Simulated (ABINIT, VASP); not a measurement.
A VASP calculation is set up with these files.

File KPOINTS:
```
K-points
0
G
 3 3 4
```

File POSCAR:
```
Tl2Pd
1
    4.4442730000    -3.3992670000     0.0000000000
    4.4442730000     3.3992670000     0.0000000000
   -3.7512520000     0.0000000000     4.4463540000
Tl Pd
4 2
Direct
  0.4999900000   0.8321700000   0.1664400000
  0.5000100000   0.1678300000   0.8335600000
  0.1678300000   0.5000100000   0.3335600000
  0.8321700000   0.4999900000   0.6664400000
  0.0008000000   0.9992000000   0.2500000000
  0.9992000000   0.0008000000   0.7500000000
```

INCAR:
```
ALGO  =  Normal
EDIFF  =  1E-6
ENCUT  =  300
ISIF  =  2
ISMEAR  =  0
LASPH  =  .True.
LCHARG  =  .False.
LMAXMIX  =  4
LREAL  =  .False.
LWAVE  =  .False.
NELM  =  100
PREC  =  Accurate
SIGMA  =  0.136
SYSTEM  =  Tl2Pd
```

POTCAR, in this order: Tl_d Pd (LDA.64 set). Program: vasp_std.

Task: Translate it to ABINIT.

Result: One input that does it (LDA (PW92), PAW (JTH v2.0 LDA PAW)):
```
# Tl2Pd, JTH v2.0 LDA PAW
pp_dirpath "./"
pseudos "Tl.LDA_PW-JTH.xml, Pd.LDA_PW-JTH.xml"
acell 3*1.0 Angstrom
rprim
         4.4442730000   -3.3992670000   -0.0000000000
         4.4442730000    3.3992670000   -0.0000000000
        -3.7512520000   -0.0000000000    4.4463540000
natom 6
ntypat 2
znucl 81 46
typat 1 1 1 1 2 2
xcart
         5.2961243368    1.1291685121    0.7400511598
        -0.1588303368   -1.1291685121    3.7063028402
         1.7167956632    1.1291685121    1.4831258402
         3.4204983368   -1.1291685121    2.9632281598
         3.5064600000    3.3938281728    1.1115885000
         1.6308340000   -3.3938281728    3.3347655000
      Angstrom
ecut 48 Ry
pawecutdg 96 Ry
pawxcdev 0
occopt 7
tsmear 0.00499791
nband 55
kptopt 1
ngkpt 3 3 4
nshiftk 1
shiftk 0 0 0
nstep 80
toldfe 1.0e-09
prtwf 0
prtden 0
```
Both inputs were run and reached self-consistency, which says nothing on mesh or cut-off. Potentials, basis and cut-offs are each code's own, so they don't translate, and total energies aren't comparable.

VASP's LDA is the Perdew-Zunger fit; the other code's may be Perdew-Wang, which differs slightly.

The structure comes from a computed database's Tl2Pd entry; how it stands against other phases isn't given here. The cell was not relaxed at this level, and it may have been scaled.
